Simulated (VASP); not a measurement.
Given:

```xyz
2
Lattice="0.0000 2.7015 2.7015 2.7015 0.0000 2.7015 2.7015 2.7015 0.0000" Properties=species:S:1:pos:R:3 pbc="T T T"
Si     1.3507     1.3507     1.3507
Si     0.0000     0.0000     0.0000
```

Method: LDA (Ceperley-Alder, Perdew-Zunger), VASP's LDA PAW potentials (set 64) (plane waves; VASP). Numerical set-up: 400 eV cut-off, Gaussian smearing of 0.050 eV, potentials Si.

Question: Give the energies of bands 2 to 7 at the high-symmetry points, in eV from the valence-band maximum.

Answer: 
```json
[
 {"band": "2", "Γ": "0.00", "X": "-7.86", "U": "-7.27", "L": "-7.06", "W": "-7.69"},
 {"band": "3", "Γ": "0.00", "X": "-2.89", "U": "-4.41", "L": "-1.21", "W": "-3.94"},
 {"band": "4", "Γ": "0.00", "X": "-2.89", "U": "-2.46", "L": "-1.21", "W": "-3.94"},
 {"band": "5", "Γ": "2.53", "X": "0.57", "U": "1.08", "L": "1.49", "W": "4.18"},
 {"band": "6", "Γ": "2.53", "X": "0.57", "U": "4.05", "L": "3.29", "W": "4.18"},
 {"band": "7", "Γ": "2.53", "X": "10.11", "U": "7.47", "L": "3.29", "W": "4.98"}
]
```

The gap is indirect, 0.44 eV, from the valence maximum at Γ to the conduction minimum at Γ-X at 0.86.

The structure comes from a computed database's Si entry (Fd-3m); how it stands against other phases isn't given here. It was relaxed first.
